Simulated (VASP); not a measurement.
```xyz
2
Lattice="3.6804 -1.8800 0.0000 3.6804 1.8800 0.0000 2.7200 0.0000 3.1114" Properties=species:S:1:pos:R:3 pbc="T T T"
As     2.2883     0.0000     0.7063
As     7.7924     0.0000     2.4051
```

Computed with PW91 GGA, VASP's PBE PAW potentials (set 64) (plane waves; VASP). Numerical set-up: 520 eV cut-off, 11×11×11 Γ-centred mesh, first-order Methfessel-Paxton smearing of 0.10 eV, potentials As.

Energy and stress use the plane-wave basis of the starting cell.

**Question.** The ions, cell shape and volume are relaxed. What does this cell relax into?

**Answer.** 
```xyz
2
Lattice="3.7316 -1.9121 -0.0036 3.7316 1.9121 -0.0036 2.7548 0.0000 3.1610" Properties=species:S:1:pos:R:3 pbc="T T T"
As     2.3196     0.0000     0.7159
As     7.8985     0.0000     2.4379
```
Space group R-3m (166), at a tolerance of 0.03 Å.

**Question.** How do energy and volume change from the first to the last step?

**Answer.** The energy (σ→0) changes by -12.0 meV/atom and the volume by +4.9 %, in 10 ionic steps.

| step | E(σ→0) (eV) | max force (eV/Å) | pressure (GPa) | volume (Å³) |
|---|---|---|---|---|
| 1 | -9.3591 | 0.300 | 3.77 | 43.06 |
| 2 | -9.3692 | 0.359 | -2.29 | 46.29 |
| 3 | -9.3823 | 0.094 | 0.11 | 44.85 |
| 4 | -9.3829 | 0.039 | 0.05 | 44.98 |
| 5 | -9.3831 | 0.004 | 0.01 | 45.06 |
| 6 | -9.3831 | 0.006 | 0.00 | 45.05 |
| 7 | -9.3831 | 0.010 | 0.00 | 45.04 |
| 8 | -9.3831 | 0.009 | 0.02 | 45.05 |
| 9 | -9.3831 | 0.007 | 0.02 | 45.07 |
| 10 | -9.3832 | 0.003 | 0.02 | 45.15 |

The compound is As in the a7 structure. This run relaxes it. Symmetry was kept, so distortions that lower it aren't found.
